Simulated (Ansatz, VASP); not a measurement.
# Ge (Germanium) in two plane-wave programs, part 2 of 2

Wanted: the spread between two codes on one cell, functional and k mesh. The cell is taken from a series of runs on this material, whose earlier steps may have relaxed, scaled, displaced or heated it; both programs get it as it stands.

VASP 6.6.1 and Ansatz 0.2.0.

So far: The structure; VASP: zone-centre phonons, PBEsol.

## (2) VASP: zone-centre phonons, PBEsol (continued)

Level of this step: PBEsol; plane waves and PAW (Ge_d) (VASP).

Numbers of over 12 decimals in the logs are rounded to 6 here.

Parts of OUTCAR (step 2):

```text
ion  position               nearest neighbor table
   1  0.498  0.498  0.502-   2 2.43   2 2.43   2 2.45   2 2.45
   2  0.752  0.752  0.748-   1 2.43   1 2.43   1 2.45   1 2.45

  LATTYP: Found a body centered orthorhombic cell.
 ALAT       =     3.8928194515
 B/A-ratio  =     1.0317437045
 C/A-ratio  =     1.4740265925

 Subroutine GETGRP returns: Found  4 space group operations
 (whereof  2 operations were pure point group operations)

The static configuration has the point symmetry C_1h.
 The point group associated with its full space group is C_2h.

   k-points           NKPTS =   1728   k-points in BZ     NKDIM =   1728   number of bands    NBANDS=     20

   dimension x,y,z NGX =    30 NGY =   30 NGZ =   28
   dimension x,y,z NGXF=    60 NGYF=   60 NGZF=   56

   ENCUT  =  500.0 eV  36.75 Ry    6.06 a.u.   7.30  7.30  7.10*2*pi/ulx,y,z

   NELECT =      28.0000    total number of electrons

 k-points in reciprocal lattice and weights: Points of the shifted mesh
   0.04166667  0.04166667  0.04166667       0.001
   0.04166667  0.04166667  0.12500000       0.001
   0.04166667  0.04166667  0.20833333       0.001
   0.04166667  0.04166667  0.29166667       0.001
   0.04166667  0.04166667  0.37500000       0.001
   0.04166667  0.04166667  0.45833333       0.001
   0.04166667  0.04166667  0.54166667       0.001
   0.04166667  0.04166667  0.62500000       0.001
   0.04166667  0.04166667  0.70833333       0.001
[...]
0.95833333  0.95833333  0.87500000       0.001
   0.95833333  0.95833333  0.95833333       0.001

 average (electrostatic) potential at core
       1 -74.0823       2 -74.0823

  Total        0.5246830      0.5246830     -0.0424362      0.5625400     -0.0016637     -0.0016637
  in kB       18.7399165     18.7399165     -1.5156792     20.0920399     -0.0594212     -0.0594210
  external PRESSURE =      11.9880513 kB  Pullay stress =       0.0000000 kB

  energy-cutoff  :      500.00
  volume of cell :       44.86
      direct lattice vectors                 reciprocal lattice vectors
    -0.043689480  2.796328512  2.869059696    -0.176055223  0.176055223  0.174273125
     2.796328512 -0.043689480  2.869059696     0.176055223 -0.176055223  0.174273125
     2.752639032  2.752639032  0.000000000     0.181643868  0.181643868 -0.174273125

 POSITION                                       TOTAL-FORCE (eV/Angst)
 -----------------------------------------------------------------------------------
      2.75253      2.75253      2.85718        -0.000284     -0.000284      0.000612
      4.12907      4.12907      4.31547         0.000284      0.000284     -0.000612
 -----------------------------------------------------------------------------------
    total drift:                               -0.000000      0.000000      0.000000

 Eigenvectors and eigenvalues of the dynamical matrix
 ----------------------------------------------------

   1 f  =    8.903621 THz    55.943104 2PiTHz  296.992843 cm-1    36.822403 meV
             X         Y         Z           dx          dy          dz
      2.752527  2.752527  2.857183     0.499609    0.499609    0.027967
      4.129071  4.129071  4.315467    -0.499609   -0.499609   -0.027967

   2 f  =    8.838262 THz    55.532439 2PiTHz  294.812692 cm-1    36.552099 meV
             X         Y         Z           dx          dy          dz
      2.752527  2.752527  2.857183     0.019776    0.019776   -0.706553
      4.129071  4.129071  4.315467    -0.019776   -0.019776    0.706553

   3 f  =    8.679288 THz    54.533574 2PiTHz  289.509880 cm-1    35.894634 meV
             X         Y         Z           dx          dy          dz
      2.752527  2.752527  2.857183     0.500000   -0.500000    0.000000
      4.129071  4.129071  4.315467    -0.500000    0.500000   -0.000000

   4 f  =    0.000000 THz     0.000001 2PiTHz    0.000006 cm-1     0.000001 meV
             X         Y         Z           dx          dy          dz
      2.752527  2.752527  2.857183     0.022604   -0.157260    0.689027
      4.129071  4.129071  4.315467     0.022604   -0.157260    0.689027

   5 f  =    0.000000 THz     0.000000 2PiTHz    0.000001 cm-1     0.000000 meV
             X         Y         Z           dx          dy          dz
      2.752527  2.752527  2.857183     0.685518   -0.162810   -0.059648
      4.129071  4.129071  4.315467     0.685518   -0.162810   -0.059648

   6 f/i=    0.000000 THz     0.000001 2PiTHz    0.000004 cm-1     0.000001 meV
             X         Y         Z           dx          dy          dz
      2.752527  2.752527  2.857183     0.171913    0.669897    0.147254
      4.129071  4.129071  4.315467     0.171913    0.669897    0.147254

 ELASTIC MODULI CONTR FROM IONIC RELAXATION (kBar)
 Direction    XX          YY          ZZ          XY          YZ          ZX
 --------------------------------------------------------------------------------
 XX          -0.3981     -0.3928     -1.1331     -9.8337      2.0970     -0.6689
 YY          -0.3928     -0.3981     -1.1331    -10.0190      1.0891      0.5262
 ZZ          -1.1331     -1.1331     -3.2702    -28.6803      2.5632     -1.9618
 XY          -9.8337    -10.0190    -28.6803   -254.8187      2.0798      1.2719
 YZ           2.0970      1.0891      2.5632      2.0798   -270.7956    -34.1961
 ZX          -0.6689      0.5262     -1.9618      1.2719    -34.1961   -264.7283
 --------------------------------------------------------------------------------
```

## (3) Ansatz: zone-centre phonons, PBEsol

Ansatz runs on its PAW soft_1 files.

The same cell, functional, mesh and smearing now go to Ansatz, which takes its cutoff from its data sets.

Contents of input.yaml:

```yaml
crystal:
  lattice:
    - [-0.04368948, 2.7963285121, 2.8690596956]
    - [2.7963285121, -0.04368948, 2.8690596956]
    - [2.7526390321, 2.7526390321, 0.0]
  atoms:
    - { symbol: Ge, position: [0.497930156, 0.497930156, 0.5020289938] }
    - { symbol: Ge, position: [0.752069844, 0.752069844, 0.7479710062] }
kpoints:
  mp_grid: { grid: [12, 12, 12], shift: [0.5, 0.5, 0.5] }
hamiltonian:
  xc: pbesol
  pseudopotentials: { kind: paw, azcp: { folder: soft_1 }, xc_functional: pbe }
scf:
  occupations: { method: gaussian, width: 0.015 }
output:
  eigenvalues: true
phonons:
  method: dfpt
```

The run is started by

```
> ansatz run input.yaml --threads 4 --pin off --max-ram 10240MiB --backend cpu --events-out ev --progress --plain --runs-dir out
```

Log:

```text
Engine: ansatz 0.2.0, aarch64-unknown-linux-gnu
Pseudopotentials: kind: paw
Pseudopotential: Ge, paw, valence charge 14, recommended cutoff 420 eV (normal), soft_1/Ge.paw.azcp
Functional definition: PBEsol
  exchange = pbesol_x
  correlation = pbesol_c
Crystal: 2 atoms, lattice volume = 44.858 Å³
Basis set: ecut = 420 eV, 897 PW (Γ), exchange–correlation on 64×64×64 points (8 copies of the dense FFT grid, shifted against one another)
Bands: 18, of which v1, the nominal top of the filled ones, is band 14 counted from 1 (13 counted from 0)
Symmetry: 4 space group operations
k-points: 864 of 1728 (irreducible under 1 space group operation, time reversal used)
Non-local potential: Ge, projectors of the file, l = 0: 2, l = 1: 2, l = 2: 3, l = 3: 1
PAW form: soft (Blöchl's): semilocal exchange-correlation on the pseudo side does not see the compensation charge
PAW frozen core: Ge, regenerated for the run's functional, and the local potential with it (the file was generated under x = pbe(κ = 0.804, μ = 0.219515), c = pbe(β = 0.066725))
PAW one-centre angular grid: Ge, 590 points (default); XC on 64 Gauss nodes
Initial density: superposition of atomic densities (chi_scale 0.1, normalization cell)
Initial wavefunctions: pseudopotential atomic-orbital guess
Functional: x = pbesol(κ = 0.804, μ = 0.123457), c = pbesol(β = 0.046)
SCF iter   1: F=—  HF=-8507.063569 eV  |F-HF|=—  |Δ(HF+E_count)|=         —  Δρ=3.56e-2  dr2=4.55e-1  ethr=3.10e-3  ⟨swp⟩=6.0  Hψ=72355  notcnv=0
preconditioner: auto → none  [insulator: Δε(μ)=0.170 eV  Ē_g=23.323 eV  σ=0.015 eV  W_gap=1.00  n_scr=14 (ndim 8)  ℏωp=29.3 eV  f_vac=0.000  D(μ)=0.00/eV (n_scr^D=0)  ε∞_Penn≈2.6]
SCF iter   2: F=—  HF=-8506.997393 eV  |F-HF|=—  |Δ(HF+E_count)|=   6.62e-2  Δρ=1.70e-2  dr2=8.54e-2  ethr=1.63e-3  ⟨swp⟩=2.0  Hψ=25644  notcnv=0
SCF iter   3: F=—  HF=-8506.990749 eV  |F-HF|=—  |Δ(HF+E_count)|=   6.64e-3  Δρ=1.72e-3  dr2=3.67e-4  ethr=3.05e-4  ⟨swp⟩=2.8  Hψ=22391  notcnv=0
SCF iter   4: F=—  HF=-8506.990890 eV  |F-HF|=—  |Δ(HF+E_count)|=   1.41e-4  Δρ=2.51e-4  dr2=2.80e-5  ethr=1.31e-6  ⟨swp⟩=2.0  Hψ=28968  notcnv=0
SCF iter   5: F=—  HF=-8506.990841 eV  |F-HF|=—  |Δ(HF+E_count)|=   4.95e-5  Δρ=1.06e-4  dr2=3.48e-6  ethr=9.99e-8  ⟨swp⟩=2.0  Hψ=27648  notcnv=0
SCF iter   6: F=—  HF=-8506.990839 eV  |F-HF|=—  |Δ(HF+E_count)|=   1.67e-6  Δρ=1.81e-5  dr2=1.28e-7  ethr=1.24e-8  ⟨swp⟩=2.0  Hψ=27648  notcnv=0
SCF iter   7: F=—  HF=-8506.990839 eV  |F-HF|=—  |Δ(HF+E_count)|=   7.97e-9  Δρ=5.01e-6  dr2=6.61e-9  ethr=4.58e-10  ⟨swp⟩=2.0  Hψ=18685  notcnv=0
SCF iter   8: F=—  HF=-8506.990839 eV  |F-HF|=—  |Δ(HF+E_count)|=  4.18e-11  Δρ=3.40e-7  dr2=4.23e-11  ethr=2.36e-11  ⟨swp⟩=2.0  Hψ=27648  notcnv=0
SCF iter   9: F=-8506.990839 eV  HF=-8506.990839 eV  |F-HF|=0.00e0  |Δ(HF+E_count)|=  6.91e-11  Δρ=3.81e-8  dr2=3.51e-13  ethr=1.00e-12  ⟨swp⟩=5.7  Hψ=59645  notcnv=0
SCF 1 converged in 9 iterations: F = -8506.990839 eV  dr2 = 3.51e-13
  greatest PAW one-centre occupation: 0.998 electrons in one spin orbital (limit 2), on the Ge atom at site 1 (counted from 0), in its partial waves of l = 2
DFPT response loops at Γ: preconditioner auto → Kerker (q_TF=auto, 2.522 Å⁻¹) (partly filled bands, converged f_vac=0.054); β = 1.00, the filter's whole step (`scf.mixing.beta` (0.50) is not read by the response loops under this deck's `scf.mixing.preconditioner`; to damp them name `kerker` or `kerker_dos`, under which they read `scf.mixing.beta`, and type it under 1.00, their step now; both keys bind the ground state too); Broyden in place of MSR1
SCF converged after 9 iterations
Free energy (F): -8506.990839 eV
Harris-Foulkes:  -8506.990839 eV  (|F-HF|=0.00e0)
Internal energy: -8506.990838 eV  (E = F + TS)
E sigma→0 (E₀):  -8506.990838 eV
Entropy (-TS):   -0.000001 eV (-0.001 meV/atom)
Fermi energy:    8.505077 eV
--- Per-component energies (eV) ---
  E_band       = -300.669130
  E_kinetic    = 186.127628
  E_local      = -4489.898326  (includes V_loc(G=0)·N_el)
  E_nonlocal   = 438.940215
  E_hartree    = 2139.129551
  E_xc         = -142.393429
  E_vxc        = -130.594569  (∫ρ·V_xc dr)
  E_paw        = -3944.877348  (= ΣΔE_a)
  E_vpaw       = -583.503209  (= ΣTr[D̂ρ^β])
  E_aug_tail   = 0.000028  (compensation charges beyond the density's cutoff)
  E_ewald      = -2695.855033
  E_core_change = 1.835876  (= ΣΔE_core)
  E_smearing   = -0.000001  (= −TS)
  E_closure    = 0.000000  (closes the sum)
  Σ components = -8506.990839   (vs F -8506.990839, Δ=0.00e0)
--- Band table (eV; the first three rows and the last of 864) ---
  k-point 0: bands = [... 10 lower, -4.3072, 7.8548, 8.4100, 8.4804, 9.1505, 10.9377, 11.2242, 11.3098]
  k-point 1: bands = [... 10 lower, -4.1868, 6.7626, 7.9441, 8.3489, 9.5664, 11.0644, 11.2605, 12.1984]
  k-point 2: bands = [... 10 lower, -3.8946, 5.1555, 7.5177, 8.0399, 9.4567, 11.5211, 11.7871, 13.2662]
  k-point 863: bands = [... 10 lower, -2.2715, 0.8614, 6.8983, 7.1910, 9.0698, 12.2759, 12.4237, 15.7373]
--- Phonons (Γ-DFPT): 2 representative perturbations + reference, on 864 of 1728 k-points (Σ response iterations 6) ---
  k mesh reduced under 1 symmetry operation, with k and −k counted as one. Each operation leaves every solved perturbation unchanged. A smaller set is not used because it would not reduce the number of displacements times k-points to solve
  ASR residual: 1.248e-5 → 0.000e0 eV/Å²; symmetrization residual: 3.409e-6 eV/Å²
  ASR residual per site (eV/Å²): 1.25e-5 1.25e-5
  Γ frequencies (cm⁻¹): 0.00 0.00 0.00 289.52 294.64 296.67
  non-analytic LO–TO correction: not included (Born effective charges unavailable; polar crystals: no LO–TO splitting at Γ)
```

## (4) Side by side

Known differences besides the potentials themselves: the cutoff is 420 eV in Ansatz and 500 eV in VASP; Ansatz makes its cores anew for this functional, VASP keeps those of its PBE data sets. Total energies have different zeros and are not compared.

Compared:

```csv
quantity,Ansatz,VASP,difference
optical mode 1 (cm⁻¹),289.5,289.5,+0.00 %
optical mode 2 (cm⁻¹),294.6,294.8,-0.06 %
optical mode 3 (cm⁻¹),296.7,297.0,-0.11 %
```

Modes are paired by rising frequency, not by their patterns, so a pair may set unlike modes beside each other; they are those without the splitting of longitudinal modes.

## (5) Outcome

```json
{
 "r.m.s. difference of the optical zone-centre modes, each program's sorted by frequency (zone-centre phonons, PBEsol)": "0.21 cm⁻¹"
}
```

The r.m.s. difference of the optical zone-centre modes, each program's sorted by frequency is 0.21 cm⁻¹ (zone-centre phonons, PBEsol). How closely two codes agree says nothing of how well the functional describes the real material.

[Lines on the potential files, build, host, timing and source positions are cut from VASP's logs without a mark.]

[Logs are printed without paths, hosts, clocks, repeated set-up lines and the standing remarks that a program may print on its own settings, such as how far it seeks lower states.]

[Hosts, paths, dates, database ids (printed as entryN), source tags and the programs' standing remarks are cut or masked in the printed files.]
